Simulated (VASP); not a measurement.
Given:

```xyz
2
Lattice="2.6336 0.0000 0.0000 0.0000 2.6336 0.0000 0.0000 0.0000 2.6336" Properties=species:S:1:pos:R:3 pbc="T T T"
Ru     0.0000     0.0000     0.0000
C      1.3168     1.3168     1.3168
```

These are PBEsol GGA, VASP's PBE PAW potentials (set 64) (plane waves; VASP 6.6.1) values and carry that method's errors. Numerical set-up: 520 eV cut-off, Gaussian smearing of 0.050 eV, potentials Ru_pv C.

**Question.** What does the run give for the band gap (along the path) with the smallest direct gap where there is one?

**Answer.** 
```
Item                                                         Result
-------------------------  ----------------------------------------
band gap (along the path)  none (metal, semimetal or under 0.01 eV)
```

Only differences to runs with the same potentials and settings are physical.

The structure was generated: RuC was put into the CsCl type type (Pm-3m), which need not be its known phase. It was relaxed first, which changed the volume by -24 %.
